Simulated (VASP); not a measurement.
Calculation: PBE GGA, VASP's PBE PAW potentials (set 64) (plane waves; VASP).

The input files of a VASP run:

### KPOINTS
```
Automatic mesh
0
Gamma
14 14 14
0 0 0
```

### POSCAR
```
HfN
1.0
  0.0000000000   2.2896158970   2.2896158970
  2.2896158970   0.0000000000   2.2896158970
  2.2896158970   2.2896158970   0.0000000000
Hf N
1 1
direct
  0.0000000000   0.0000000000   0.0000000000
  0.5000000000   0.5000000000   0.5000000000
```

**INCAR**
```
ALGO = Normal
EDIFF = 1E-7
ENCUT = 520
GGA = PE
ISIF = 2
ISMEAR = 1
LASPH = .True.
LCHARG = .False.
LMAXMIX = 6
LREAL = .False.
LWAVE = .False.
NELM = 100
PREC = Accurate
SIGMA = 0.1
SYSTEM = HfN
```

POTCAR, in this order: Hf_pv N (PBE.64 set). Program: vasp_std.

Output of the run:

### OSZICAR
```
       N       E                     dE             d eps       ncg     rms          rms(c)
DAV:   1     0.393357453764E+02    0.39336E+02   -0.82960E+03  2288   0.128E+03
DAV:   2    -0.225370584050E+02   -0.61873E+02   -0.58630E+02  3091   0.255E+02
DAV:   3    -0.247360183662E+02   -0.21990E+01   -0.21841E+01  2964   0.417E+01
DAV:   4    -0.247553309096E+02   -0.19313E-01   -0.19206E-01  2785   0.394E+00
DAV:   5    -0.247556119314E+02   -0.28102E-03   -0.27862E-03  2982   0.350E-01    0.454E+01
DAV:   6    -0.218418990331E+02    0.29137E+01   -0.16083E+01  2654   0.279E+01    0.387E+01
DAV:   7    -0.217639286602E+02    0.77970E-01   -0.71241E-01  2603   0.770E+00    0.256E+01
DAV:   8    -0.217507099883E+02    0.13219E-01   -0.17057E-01  2646   0.379E+00    0.638E+00
DAV:   9    -0.217378105728E+02    0.12899E-01   -0.72030E-02  2699   0.187E+00    0.148E+00
DAV:  10    -0.217373975904E+02    0.41298E-03   -0.24608E-03  2681   0.463E-01    0.330E-01
DAV:  11    -0.217374030342E+02   -0.54438E-05   -0.25244E-04  2877   0.137E-01    0.447E-02
DAV:  12    -0.217373996733E+02    0.33608E-05   -0.18597E-05  2774   0.390E-02    0.356E-02
DAV:  13    -0.217373993140E+02    0.35934E-06   -0.82885E-07  2752   0.958E-03    0.920E-04
DAV:  14    -0.217373993257E+02   -0.11683E-07   -0.17712E-08  1453   0.158E-03
   1 F= -.21737399E+02 E0= -.21737185E+02  d E =-.642182E-03
```

File OUTCAR:
```
------------------------ aborting loop because EDIFF is reached ----------------------------------------
  FORCE on cell =-STRESS in cart. coord.  units (eV):
  Direction    XX          YY          ZZ          XY          YZ          ZX
  --------------------------------------------------------------------------------------
  Total       -1.1184118     -1.1184118     -1.1184118     -0.0000000      0.0000000      0.0000000
  in kB      -74.6439191    -74.6439191    -74.6439191     -0.0000000      0.0000000      0.0000000
  external PRESSURE =     -74.6439191 kB  Pullay stress =       0.0000000 kB
  volume of cell :       24.01
      direct lattice vectors                 reciprocal lattice vectors
     0.000000000  2.289615897  2.289615897    -0.218377240  0.218377240  0.218377240
     2.289615897  0.000000000  2.289615897     0.218377240 -0.218377240  0.218377240
     2.289615897  2.289615897  0.000000000     0.218377240  0.218377240 -0.218377240
 POSITION                                       TOTAL-FORCE (eV/Angst)
 -----------------------------------------------------------------------------------
      0.00000      0.00000      0.00000        -0.000000      0.000000     -0.000000
      2.28962      2.28962      2.28962         0.000000      0.000000      0.000000
 -----------------------------------------------------------------------------------
    total drift:                                0.000000     -0.000000     -0.000000
  FREE ENERGIE OF THE ION-ELECTRON SYSTEM (eV)
  ---------------------------------------------------
  free  energy   TOTEN  =       -21.7373993257 eV

  energy  without entropy=      -21.7367571440  energy(sigma->0) =      -21.73718527
```
(Selected blocks of OUTCAR.)

**OUTCAR**
```
 val. band max:        8.0009714258   @ k =   0.5000   0.2143   0.0000

 cond. band min:       8.0306863038   @ k =   0.1429   0.0000   0.0000


 Fermi energy:         8.0204213784

 k-point     1 :       0.0000    0.0000    0.0000
  band No.  band energies     occupation
      1     -23.2837      2.00000
      2     -23.2837      2.00000
      3     -23.2837      2.00000
      4      -9.2411      2.00000
      5       5.0508      2.00000
      6       5.0508      2.00000
      7       5.0508      2.00000
      8       7.7017      2.00006
      9       7.7017      2.00006
     10       7.7017      2.00006
     11       9.4483     -0.00000

 k-point     2 :       0.0714    0.0000    0.0000
  band No.  band energies     occupation
      1     -23.3280      2.00000
      2     -23.2875      2.00000
      3     -23.2875      2.00000
      4      -9.1334      2.00000
      5       4.5414      2.00000
      6       4.7681      2.00000
      7       4.7681      2.00000
      8       7.8278      2.02013
      9       7.8668      2.05200
     10       7.8668      2.05200
     11       9.8343     -0.00000

 k-point     3 :       0.1429    0.0000    0.0000
  band No.  band energies     occupation
      1     -23.4498      2.00000
      2     -23.2982      2.00000
      3     -23.2982      2.00000
      4      -8.8275      2.00000
      5       3.4673      2.00000
      6       4.1442      2.00000
      7       4.1442      2.00000
      8       8.0307      0.82727
      9       8.2950     -0.00072
     10       8.2950     -0.00072
     11      10.7584      0.00000

 k-point     4 :       0.2143    0.0000    0.0000
  band No.  band energies     occupation
      1     -23.6202      2.00000
      2     -23.3136      2.00000
      3     -23.3136      2.00000
      4      -8.3703      2.00000
      5       2.2823      2.00000
      6       3.4660      2.00000
      7       3.4660      2.00000
      8       8.3280     -0.00012
      9       8.9258     -0.00000
...
```

Unless said otherwise, spin-orbit coupling is left out, though it shifts the bands of the heavy elements here.

The compound is HfN in the rock salt structure. This cell is one point of a volume scan, at 1.03 of the reference volume. The electron count is odd and the run is not spin-polarised, which forces a metal.
